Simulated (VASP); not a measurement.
## TiSi2 under strain

Aim: follow the pressure of TiSi2 through compression, expansion and shear. All runs use PBEsol. Left out of this account: 1 further run (self-consistent run: a reference on another mesh). The start is a computed cell from the Materials Project.

Method: PBEsol; plane waves and PAW (Ti_sv, Si), in VASP 6.6.1.

## 1. The structure

The structure is orthorhombic, space group Cmcm (No. 63). Conventional cell: a = 3.530 Å, b = 13.519 Å, c = 3.565 Å, α = 90.00°, β = 90.00°, γ = 90.00°. Nearest to Ti lie 10 Si at 2.58 to 2.81 Å. Nearest to Si lie 2 Si at 2.38 Å and 6 Ti at 2.58 to 2.81 Å. Nearest to Si lie 4 Si at 2.51 Å and 4 Ti at 2.66 to 2.67 Å. Farther neighbours are not listed.

As a file:

```xyz
6
Lattice="1.7651 -6.7593 0.0000 1.7651 6.7593 0.0000 0.0000 0.0000 3.5652" Properties=species:S:1:pos:R:3 pbc="T T T"
Ti    1.7651   -5.3653    2.6739
Ti    1.7651    5.3653    0.8913
Si    1.7651   -0.7875    2.6739
Si    1.7651    0.7875    0.8913
Si    1.7651    3.3839    2.6739
Si    1.7651   -3.3839    0.8913
```

## 2. Bands, cell as listed

The mesh alone shows little of the dispersion and can miss band extrema, so KPOINTS_OPT adds a path through the symmetry points after the self-consistent cycle. PBEsol restores the gradient expansion of exchange and is tuned for the cells of solids.

Contents of INCAR:

```
SYSTEM = TiSi2
PREC = Accurate
ENCUT = 400
EDIFF = 1E-06
NELM = 100
ISMEAR = -1
SIGMA = 0.05
LREAL = .FALSE.
ALGO = Normal
GGA = PS
NBANDS = 36
LASPH = .TRUE.
LORBIT = 11
LWAVE = .FALSE.
LCHARG = .FALSE.
KPAR = 4
```

Contents of POSCAR:

```
TiSi2
1.0
    1.7651050250     -6.7592815350      0.0000000000
    1.7651050250      6.7592815350      0.0000000000
    0.0000000000      0.0000000000      3.5651739700
Ti Si
2 4
Direct
    0.8968819200      0.1031180800      0.7500000000
    0.1031180800      0.8968819200      0.2500000000
    0.5582514500      0.4417485500      0.7500000000
    0.4417485500      0.5582514500      0.2500000000
    0.2496851800      0.7503148200      0.7500000000
    0.7503148200      0.2496851800      0.2500000000
```

Contents of KPOINTS:

```
Automatic mesh
0
Gamma
9 9 9
0 0 0
```

Contents of KPOINTS_OPT:

```
Line mode
16
Line-mode
Reciprocal
  0.00000000   0.00000000   0.00000000 GAMMA
  0.26704826   0.26704826   0.00000000 X

  0.26704826   0.26704826   0.00000000 X
  0.00000000   0.50000000   0.00000000 S

  0.00000000   0.50000000   0.00000000 S
  0.00000000   0.50000000   0.50000000 R

  0.00000000   0.50000000   0.50000000 R
  0.26704826   0.26704826   0.50000000 A

  0.26704826   0.26704826   0.50000000 A
  0.00000000   0.00000000   0.50000000 Z

  0.00000000   0.00000000   0.50000000 Z
  0.00000000   0.00000000   0.00000000 GAMMA

  0.00000000   0.00000000   0.00000000 GAMMA
 -0.50000000   0.50000000   0.00000000 Y

 -0.50000000   0.50000000   0.00000000 Y
 -0.26704826   0.73295174   0.00000000 X1

 -0.26704826   0.73295174   0.00000000 X1
 -0.26704826   0.73295174   0.50000000 A1

 -0.26704826   0.73295174   0.50000000 A1
 -0.50000000   0.50000000   0.50000000 T

 -0.50000000   0.50000000   0.50000000 T
 -0.50000000   0.50000000   0.00000000 Y

  0.00000000   0.00000000   0.50000000 Z
 -0.50000000   0.50000000   0.50000000 T
```

Potentials, in the order of the species: Ti_sv and Si (PBE family, release 64).

Command:

```bash
> mpirun -np 4 vasp_std
```

Log:

```text
[banner, memory and clock lines left out]
running    4 mpi-ranks, on    1 nodes
 distrk:  each k-point on    1 cores,    4 groups
 distr:  one band on    1 cores,    1 groups

 POSCAR found type information on POSCAR TiSi
 POSCAR found :  2 types and       6 ions
|                                                                             |
|               ----> ADVICE to this user running VASP <----                  |
|                                                                             |
|     You enforced a specific xc type in the INCAR file but a different       |
|     [... a line on the potential file left out ...]
|     I HOPE YOU KNOW WHAT YOU ARE DOING!                                     |
|                                                                             |

 LDA part: xc-table for (Slater+PW92), standard interpolation
 POSCAR, INCAR and KPOINTS ok, starting setup
 FFT: planning ... GRIDC
 FFT: planning ... GRID_SOFT
 FFT: planning ... GRID
 WAVECAR not read
 entering main loop
       N       E                     dE             d eps       ncg     rms          rms(c)
DAV:   1     0.346347129886E+03    0.34635E+03   -0.15424E+04  9024   0.985E+02
DAV:   2    -0.783239662785E+01   -0.35418E+03   -0.33807E+03  9116   0.319E+02
DAV:   3    -0.447834192057E+02   -0.36951E+02   -0.36073E+02 13840   0.919E+01
DAV:   4    -0.476427783153E+02   -0.28594E+01   -0.28208E+01 12460   0.224E+01
DAV:   5    -0.477599397666E+02   -0.11716E+00   -0.11713E+00 12640   0.406E+00    0.195E+01
DAV:   6    -0.445825674886E+02    0.31774E+01   -0.19882E+01 11824   0.342E+01    0.773E+00
DAV:   7    -0.438141451959E+02    0.76842E+00   -0.52554E+00 10756   0.185E+01    0.613E+00
DAV:   8    -0.436872870798E+02    0.12686E+00   -0.56313E-01 10684   0.592E+00    0.913E-01
DAV:   9    -0.436798692534E+02    0.74178E-02   -0.65109E-02 11228   0.186E+00    0.592E-01
DAV:  10    -0.436806784503E+02   -0.80920E-03   -0.50037E-03 11888   0.466E-01    0.196E-01
DAV:  11    -0.436806061113E+02    0.72339E-04   -0.10549E-03 12108   0.258E-01    0.543E-02
DAV:  12    -0.436805738679E+02    0.32243E-04   -0.11808E-04 11056   0.861E-02    0.150E-02
DAV:  13    -0.436805751757E+02   -0.13077E-05   -0.75518E-06 11192   0.164E-02    0.392E-03
DAV:  14    -0.436805754394E+02   -0.26370E-06   -0.21299E-06  8848   0.126E-02
   1 F= -.43680575E+02 E0= -.43674628E+02  d E =-.118953E-01
 Start KPOINTS_OPT (optional k-point list driver)
k-point batch [1-125\192]
       N       E                     dE             ncg
DAV:   1     0.101558668539E+05   -0.91924E+05     9028
DAV:   2    -0.346464056622E+05   -0.44802E+05     9132
DAV:   3    -0.394861523491E+05   -0.48397E+04    13684
DAV:   4    -0.398665189028E+05   -0.38037E+03    12152
DAV:   5    -0.398839184642E+05   -0.17400E+02    11992
DAV:   6    -0.398840447359E+05   -0.12627E+00    11848
DAV:   7    -0.398840477376E+05   -0.30017E-02    12188
DAV:   8    -0.398840477904E+05   -0.52832E-04    10660
DAV:   9    -0.398840477928E+05   -0.24114E-05     7452
DAV:  10    -0.398840477930E+05   -0.22506E-06     6204
k-point batch [126-192\192]
       N       E                     dE             ncg
DAV:   1     0.368605645553E+05   -0.62623E+05     4824
DAV:   2     0.130764442156E+05   -0.23784E+05     4916
DAV:   3     0.105534240277E+05   -0.25230E+04     7316
DAV:   4     0.103430168415E+05   -0.21041E+03     6560
DAV:   5     0.103338567077E+05   -0.91601E+01     6464
DAV:   6     0.103337921418E+05   -0.64566E-01     6416
DAV:   7     0.103337906739E+05   -0.14678E-02     6500
DAV:   8     0.103337906461E+05   -0.27810E-04     5904
DAV:   9     0.103337906450E+05   -0.10606E-05     3912
DAV:  10     0.103337906449E+05   -0.10989E-06     3408
```

The job ended after 5.1 min (4 MPI ranks of AMD EPYC 7R43, shared host; peak memory 1.7 GiB; 16 min of CPU time).

The logs omit lines about the potential files and the build; timing stands in the text.

Parts of OUTCAR (step 2):

```text
ion  position               nearest neighbor table
   1  0.897  0.103  0.750-   4 2.58   4 2.58   4 2.58   4 2.58   5 2.66   5 2.66   6 2.67   6 2.67
                             3 2.81   3 2.81
   2  0.103  0.897  0.250-   3 2.58   3 2.58   3 2.58   3 2.58   6 2.66   6 2.66   5 2.67   5 2.67
                             4 2.81   4 2.81
   3  0.558  0.442  0.750-   4 2.38   4 2.38   2 2.58   2 2.58   2 2.58   2 2.58   1 2.81   1 2.81
                             5 3.13   5 3.13
   4  0.442  0.558  0.250-   3 2.38   3 2.38   1 2.58   1 2.58   1 2.58   1 2.58   2 2.81   2 2.81
                             6 3.13   6 3.13
   5  0.250  0.750  0.750-   6 2.51   6 2.51   6 2.51   6 2.51   1 2.66   1 2.66   2 2.67   2 2.67
                             3 3.13   3 3.13
   6  0.750  0.250  0.250-   5 2.51   5 2.51   5 2.51   5 2.51   2 2.66   2 2.66   1 2.67   1 2.67
                             4 3.13   4 3.13

  LATTYP: Found a base centered orthorhombic cell.
 ALAT       =     3.5302100500
 B/A-ratio  =     3.8293934011
 C/A-ratio  =     1.0099042039

 Subroutine GETGRP returns: Found  8 space group operations
 (whereof  4 operations were pure point group operations)

The static configuration has the point symmetry C_2h.
 The point group associated with its full space group is D_2h.

 Found    125 irreducible k-points:

   k-points           NKPTS =    125   k-points in BZ     NKDIM =    125   number of bands    NBANDS=     36

   dimension x,y,z NGX =    48 NGY =   48 NGZ =   24
   dimension x,y,z NGXF=    96 NGYF=   96 NGZF=   48

   ENCUT  =  400.0 eV  29.40 Ry    5.42 a.u.  11.39 11.39  5.81*2*pi/ulx,y,z

   NELECT =      40.0000    total number of electrons

 k-points in reciprocal lattice and weights: Automatic mesh
   0.00000000  0.00000000  0.00000000       0.001
   0.11111111  0.00000000  0.00000000       0.005
   0.22222222  0.00000000  0.00000000       0.005
   0.33333333  0.00000000  0.00000000       0.005
   0.44444444  0.00000000  0.00000000       0.005
   0.11111111  0.11111111  0.00000000       0.003
   0.22222222  0.11111111  0.00000000       0.005
   0.33333333  0.11111111  0.00000000       0.005
   0.44444444  0.11111111  0.00000000       0.005
[...]
0.44444444  0.44444444  0.44444444       0.005
  -0.44444444  0.44444444  0.44444444       0.005

 average (electrostatic) potential at core
       1 -70.0787       2 -70.0787       3 -78.8912       4 -78.8912       5 -78.9734
       6 -78.9734

 E-fermi :  10.4827

 k-point     1 :       0.0000    0.0000    0.0000
  band No.  band energies     occupation
    ...
     15       7.8936      2.00000
     16       7.9179      2.00000
     17       8.2937      2.00000
     18       8.3891      2.00000
     19       8.4011      2.00000
     20      10.9397      0.00021
     21      11.1950      0.00000
     22      11.2936      0.00000
     23      11.3531      0.00000
     24      11.8210      0.00000
    ...

 k-point     2 :       0.1111    0.0000    0.0000
  band No.  band energies     occupation
    ...
     15       7.6703      2.00000
     16       7.8148      2.00000
     17       8.0379      2.00000
     18       8.8013      2.00000
     19       8.8485      2.00000
     20      10.7942      0.00393
     21      11.0489      0.00002
     22      11.3243      0.00000
     23      11.3866      0.00000
     24      11.6693      0.00000
    ...

 k-point     3 :       0.2222    0.0000    0.0000
  band No.  band energies     occupation
    ...
     16       7.8963      2.00000
     17       8.0014      2.00000
     18       9.0129      2.00000
     19       9.2323      2.00000
     20      10.1015      1.99902
     21      11.0368      0.00003
     22      11.3193      0.00000
     23      11.4229      0.00000
     24      11.6524      0.00000
     25      11.9689      0.00000
    ...

  Total       -1.2943969     -1.3819352     -0.9023238      0.0000000      0.0000000      0.0000000
  in kB      -24.3778960    -26.0265409    -16.9938272      0.0000000      0.0000000      0.0000000
  external PRESSURE =     -22.4660880 kB  Pullay stress =       0.0000000 kB

  energy-cutoff  :      400.00
  volume of cell :       85.07
      direct lattice vectors                 reciprocal lattice vectors
     1.765105025 -6.759281535  0.000000000     0.283269263 -0.073972359  0.000000000
     1.765105025  6.759281535  0.000000000     0.283269263  0.073972359  0.000000000
     0.000000000  0.000000000  3.565173970     0.000000000  0.000000000  0.280491221

 POSITION                                       TOTAL-FORCE (eV/Angst)
 -----------------------------------------------------------------------------------
      1.76511     -5.36527      2.67388         0.000000     -0.016905     -0.000000
      1.76511      5.36527      0.89129         0.000000      0.016905     -0.000000
      1.76511     -0.78748      2.67388         0.000000     -0.195096      0.000000
      1.76511      0.78748      0.89129         0.000000      0.195096      0.000000
      1.76511      3.38390      2.67388         0.000000      0.003791     -0.000000
      1.76511     -3.38390      0.89129         0.000000     -0.003791      0.000000
 -----------------------------------------------------------------------------------
    total drift:                                0.000000     -0.000000     -0.000000

  FREE ENERGIE OF THE ION-ELECTRON SYSTEM (eV)
  ---------------------------------------------------
  free  energy   TOTEN  =       -43.6805754394 eV

  energy  without entropy=      -43.6686801683  energy(sigma->0) =      -43.67462780

 total charge
# of ion       s       p       d       tot
------------------------------------------
    1        2.162   6.143   2.108  10.413
    2        2.162   6.143   2.108  10.413
    3        0.769   0.917   0.000   1.686
    4        0.769   0.917   0.000   1.686
    5        0.749   0.886   0.000   1.635
    6        0.749   0.886   0.000   1.635
--------------------------------------------------
tot          7.361  15.892   4.215  27.469

[... 3 further parts left out ...]
```

The PAW data sets were made with PBE, which is usual practice but a small mismatch for other functionals. At this level the cell is under a tension of 2.2 GPa, so at these settings it is away from equilibrium.

Numbers from this step:

```
SCF cycles              : 14
electrons               : 40
bands                   : 36
irreducible k-points    : 125
symmetry operations     : 8
free energy (TOTEN)     : -43.68 eV
energy at zero smearing : -43.67 eV
Fermi energy            : 10.48 eV
pressure                : -2.247 GPa
metallic                : yes
```

The electronic bands at the labelled points (eV, zero at the Fermi level; # counts the bands kept, so #1 is VASP's band 9):

```csv
point,#9,#10,#11,#12,#13,#14,#15,#16
Γ,-2.19,-2.09,-2.08,0.46,0.71,0.81,0.87,1.34
0.47 of the way,-2.33,-1.61,-1.36,-0.57,0.72,0.78,1.00,1.10
X,-1.75,-1.14,-0.81,-0.75,-0.23,1.14,1.40,1.53
0.53 of the way,-1.69,-1.33,-0.74,-0.73,-0.34,1.15,1.56,1.59
S,-1.68,-1.48,-0.70,-0.58,-0.56,1.16,1.47,1.63
0.53 of the way,-3.61,-2.78,-1.82,-1.80,0.89,1.16,1.67,1.87
R,-3.23,-3.23,-2.46,-2.46,1.73,1.73,1.85,1.85
0.53 of the way,-3.32,-3.32,-2.41,-2.41,1.75,1.75,1.86,1.86
A,-3.37,-3.37,-2.38,-2.38,1.77,1.77,1.85,1.85
0.53 of the way,-2.87,-2.87,-1.37,-1.37,0.50,0.50,1.74,1.74
Z,-1.66,-1.66,-0.05,-0.05,0.83,0.83,1.47,1.47
0.53 of the way,-1.96,-1.88,-0.65,-0.34,0.22,0.36,1.40,1.71
Γ,-2.19,-2.09,-2.08,0.46,0.71,0.81,0.87,1.34
0.47 of the way,-2.38,-2.03,-1.32,0.42,0.68,0.81,0.86,0.95
Y,-2.56,-1.95,-1.21,0.38,0.63,0.73,0.91,1.13
0.47 of the way,-2.69,-1.61,-0.35,-0.18,0.02,0.18,1.08,1.75
X1,-1.75,-1.14,-0.81,-0.75,-0.23,1.14,1.40,1.53
0.47 of the way,-2.93,-2.91,-1.77,-1.56,0.75,1.24,1.64,1.85
A1,-3.37,-3.37,-2.38,-2.38,1.77,1.77,1.85,1.85
0.47 of the way,-3.06,-3.06,-2.44,-2.44,1.69,1.69,1.78,1.78
T,-2.05,-2.05,-0.89,-0.89,0.45,0.45,1.64,1.64
0.47 of the way,-2.09,-1.85,-1.13,-0.32,0.43,0.73,0.98,1.44
Y,-2.56,-1.95,-1.21,0.38,0.63,0.73,0.91,1.13
jump to Z,-1.66,-1.66,-0.05,-0.05,0.83,0.83,1.47,1.47
0.47 of the way,-2.12,-2.12,-0.47,-0.47,0.61,0.61,1.63,1.63
T,-2.05,-2.05,-0.89,-0.89,0.45,0.45,1.64,1.64
```

Of the projections kept (Ti, Si), the largest for each band there; the rest of the weight can lie on other orbitals:

```
point       #9      #10      #11      #12      #13      #14      #15      #16
    Γ  Ti 0.84  Ti 0.58  Si 0.52  Ti 1.00  Si 0.75  Ti 1.00  Ti 0.99  Ti 0.59
    X  Ti 0.63  Ti 0.78  Ti 0.90  Ti 0.78  Ti 0.76  Ti 0.50  Ti 0.55  Ti 0.96
    S  Ti 0.69  Ti 0.64  Ti 0.91  Ti 0.54  Ti 0.88  Si 0.61  Si 0.76  Ti 0.95
    R  Si 0.58  Si 0.58  Ti 0.64  Ti 0.64  Ti 0.97  Ti 0.97  Ti 0.99  Ti 0.99
    A  Si 0.62  Si 0.62  Ti 0.64  Ti 0.64  Ti 0.98  Ti 0.98  Ti 0.99  Ti 0.99
    Z  Ti 0.85  Ti 0.85  Ti 0.76  Ti 0.76  Ti 0.52  Ti 0.52  Ti 0.62  Ti 0.62
```

Force by atom:

```
atom  x (eV/Å)  y (eV/Å)  z (eV/Å)   size
 Ti1     0.000    -0.017     0.000  0.017
 Ti2     0.000     0.017     0.000  0.017
 Si3     0.000    -0.195     0.000  0.195
 Si4     0.000     0.195     0.000  0.195
 Si5     0.000     0.004     0.000  0.004
 Si6     0.000    -0.004     0.000  0.004
```

There is no gap at this level.

[end of part 1 of 4]

[Lines on the potential files, build, host, timing and source positions are cut from VASP's logs without a mark.]

[Logs are printed without paths, hosts, clocks, repeated set-up lines and the standing remarks that a program may print on its own settings, such as how far it seeks lower states.]

[Hosts, paths, dates, database ids (printed as entryN), source tags and the programs' standing remarks are cut or masked in the printed files.]

[A measured line is paired with the nearest computed mode of its activity, which favours agreement.]
